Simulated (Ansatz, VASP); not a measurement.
# Al2Pt in two plane-wave programs, part 2 of 2

Wanted: the spread between two codes on one cell, functional and k mesh.

VASP 6.6.1 and Ansatz 0.2.0.

So far. Step 2 (Ansatz: single point, PBEsol): The run ends at a pressure of 0.22 GPa.

The database entry behind the starting cell differs from later determinations by our own check (0.1 to 0.3 % short, probably kX units), so it need not match the best structure at ambient conditions.

**3. VASP: single point, PBEsol (continued)**

Level of this step: PBEsol; plane waves and PAW (Pt, Al) (VASP).

Numbers of over 12 decimals in the logs are rounded to 6 here.

Parts of OUTCAR (step 3):

```text
ion  position               nearest neighbor table
   1  0.000  0.000  0.000-  12 2.55  14 2.55  15 2.55  18 2.55  19 2.55  21 2.55  17 2.55  16 2.55

  LATTYP: Found a face centered cubic cell.
 ALAT       =    11.7867123576

 Subroutine GETGRP returns: Found 48 space group operations
 (whereof 48 operations were pure point group operations)

The static configuration has the point symmetry O_h .

 Found      8 irreducible k-points:

   k-points           NKPTS =      8   k-points in BZ     NKDIM =      8   number of bands    NBANDS=     88

   dimension x,y,z NGX =    36 NGY =   36 NGZ =   36
   dimension x,y,z NGXF=    72 NGYF=   72 NGZF=   72

   ENCUT  =  300.0 eV  22.05 Ry    4.70 a.u.  11.77 11.77 11.77*2*pi/ulx,y,z

   NELECT =     128.0000    total number of electrons

 k-points in reciprocal lattice and weights: Automatic mesh
   0.00000000  0.00000000  0.00000000       0.016
   0.25000000  0.00000000  0.00000000       0.125
   0.50000000  0.00000000  0.00000000       0.062
   0.25000000  0.25000000  0.00000000       0.094
   0.50000000  0.25000000  0.00000000       0.375
  -0.25000000  0.25000000  0.00000000       0.188
   0.50000000  0.50000000  0.00000000       0.047
  -0.25000000  0.50000000  0.25000000       0.094

 average (electrostatic) potential at core
       1 -66.3884       2 -66.3884       3 -66.3884       4 -66.3884       5 -66.3884
       6 -66.3884       7 -66.3884       8 -66.3884       9 -72.0316      10 -72.0316
      11 -72.0316      12 -72.0316      13 -72.0316      14 -72.0316      15 -72.0316
      16 -72.0316      17 -72.0316      18 -72.0316      19 -72.0316      20 -72.0316
      21 -72.0316      22 -72.0316      23 -72.0316      24 -72.0316

 E-fermi :   7.8576

 k-point     1 :       0.0000    0.0000    0.0000
  band No.  band energies     occupation
    ...
     57       6.2681      2.00000
     58       6.2681      2.00000
     59       6.2682      2.00000
     60       6.2682      2.00000
     61       6.2682      2.00000
     62       8.9087     -0.00000
     63       8.9087     -0.00000
     64       8.9087     -0.00000
     65       8.9087     -0.00000
     66       8.9087     -0.00000
    ...

 k-point     2 :       0.2500    0.0000    0.0000
  band No.  band energies     occupation
    ...
     57       6.3696      2.00000
     58       6.3696      2.00000
     59       6.7193      2.00000
     60       6.7193      2.00000
     61       6.7193      2.00000
     62       8.1692     -0.05005
     63       8.1692     -0.05004
     64       8.1692     -0.05004
     65       8.5015     -0.00005
     66       8.5015     -0.00005
    ...

 k-point     3 :       0.5000    0.0000    0.0000
  band No.  band energies     occupation
    ...
     64       7.6185      2.07065
     65       7.6185      2.07065
     66       7.6185      2.07065
     67       7.6185      2.07065
     68       7.6185      2.07065
     69      10.1738     -0.00000
     70      10.1738     -0.00000
     71      10.1738     -0.00000
     72      10.1738     -0.00000
     73      11.2390     -0.00000
    ...

  Total        0.4435251      0.4435251      0.4435251     -0.0000000      0.0000000     -0.0000000
  in kB        1.7358441      1.7358441      1.7358441     -0.0000000      0.0000000     -0.0000000
  external PRESSURE =       1.7358441 kB  Pullay stress =       0.0000000 kB

  energy-cutoff  :      300.00
  volume of cell :      409.37
      direct lattice vectors                 reciprocal lattice vectors
     0.000000000  5.893356179  5.893356179    -0.084841300  0.084841300  0.084841300
     5.893356179  0.000000000  5.893356179     0.084841300 -0.084841300  0.084841300
     5.893356179  5.893356179  0.000000000     0.084841300  0.084841300 -0.084841300

 POSITION                                       TOTAL-FORCE (eV/Angst)
 -----------------------------------------------------------------------------------
      0.00000      0.00000      0.00000         0.000000      0.000000      0.000000
      2.94668      2.94668      0.00000         0.000000      0.000000      0.000000
      2.94668      0.00000      2.94668         0.000000      0.000000      0.000000
      5.89336      2.94668      2.94668         0.000000      0.000000      0.000000
      0.00000      2.94668      2.94668         0.000000      0.000000      0.000000
      2.94668      5.89336      2.94668         0.000000      0.000000      0.000000
      2.94668      2.94668      5.89336         0.000000      0.000000      0.000000
      5.89336      5.89336      5.89336         0.000000      0.000000      0.000000
      4.42002      4.42002      4.42002         0.000000     -0.000000      0.000000
      7.36670      7.36670      4.42002         0.000000     -0.000000      0.000000
      7.36670      4.42002      7.36670        -0.000000     -0.000000      0.000000
     10.31337      7.36670      7.36670         0.000000     -0.000000      0.000000
      4.42002      7.36670      7.36670         0.000000     -0.000000      0.000000
      7.36670     10.31337      7.36670         0.000000     -0.000000      0.000000
      7.36670      7.36670     10.31337        -0.000000     -0.000000      0.000000
     10.31337     10.31337     10.31337        -0.000000     -0.000000      0.000000
      1.47334      1.47334      1.47334        -0.000000     -0.000000     -0.000000
      4.42002      4.42002      1.47334        -0.000000     -0.000000     -0.000000
      4.42002      1.47334      4.42002        -0.000000     -0.000000     -0.000000
      7.36670      4.42002      4.42002        -0.000000      0.000000     -0.000000
      1.47334      4.42002      4.42002        -0.000000     -0.000000     -0.000000
      4.42002      7.36670      4.42002        -0.000000     -0.000000     -0.000000
      4.42002      4.42002      7.36670        -0.000000     -0.000000     -0.000000
      7.36670      7.36670      7.36670        -0.000000     -0.000000     -0.000000
 -----------------------------------------------------------------------------------
    total drift:                                0.000000      0.000000      0.000000

  FREE ENERGIE OF THE ION-ELECTRON SYSTEM (eV)
  ---------------------------------------------------
  free  energy   TOTEN  =      -142.0333637508 eV

  energy  without entropy=     -142.0124226733  energy(sigma->0) =     -142.02638339

 total charge
# of ion       s       p       d       tot
------------------------------------------
    1        0.833   0.729   8.167   9.729
    2        0.833   0.729   8.167   9.729
    3        0.833   0.729   8.167   9.729
    4        0.833   0.729   8.167   9.729
    5        0.833   0.729   8.167   9.729
    6        0.833   0.729   8.167   9.729
    7        0.833   0.729   8.167   9.729
    8        0.833   0.729   8.167   9.729
    9        0.401   0.370   0.000   0.771
   10        0.401   0.370   0.000   0.771
   11        0.401   0.370   0.000   0.771
   12        0.401   0.370   0.000   0.771
   13        0.401   0.370   0.000   0.771
   14        0.401   0.370   0.000   0.771
   15        0.401   0.370   0.000   0.771
   16        0.401   0.370   0.000   0.771
   17        0.401   0.370   0.000   0.771
   18        0.401   0.370   0.000   0.771
   19        0.401   0.370   0.000   0.771
   20        0.401   0.370   0.000   0.771
   21        0.401   0.370   0.000   0.771
   22        0.401   0.370   0.000   0.771
   23        0.401   0.370   0.000   0.771
   24        0.401   0.370   0.000   0.771
--------------------------------------------------
tot         13.081  11.753  65.335  90.169

[... 3 further parts left out ...]
```

The run ends at a pressure of 0.17 GPa.

**4. Differences**

Known differences besides the potentials themselves: the data sets hold 192 valence electrons in Ansatz (default PAW (the set named soft_2) files) and 128 in VASP; the cutoff is 420 eV in Ansatz and 300 eV in VASP (PREC = Normal, projectors in real space); Ansatz makes its cores anew for this functional, VASP keeps those of its PBE data sets. Total energies have different zeros and are not compared.

Compared:

```
                                        quantity  Ansatz  VASP  difference
                                  pressure (GPa)    0.22  0.17       +0.04
pressure without Ansatz's Pulay correction (GPa)    0.17  0.17       -0.01
```

Ansatz's pressure holds a Pulay correction of 0.05 GPa; VASP's holds none.

**5. What came out**

```json
{"difference in pressure (single point, PBEsol)": "0.045 GPa"}
```

In words: The difference in pressure is 0.045 GPa (single point, PBEsol), within the 1 GPa picked in this series as the mark of a large difference. How closely two codes agree says nothing of how well the functional describes the real material.

[Lines on the potential files, build, host, timing and source positions are cut from VASP's logs without a mark.]

[Logs are printed without paths, hosts, clocks, repeated set-up lines and the standing remarks that a program may print on its own settings, such as how far it seeks lower states.]

[Hosts, paths, dates, database ids (printed as entryN), source tags and the programs' standing remarks are cut or masked in the printed files.]
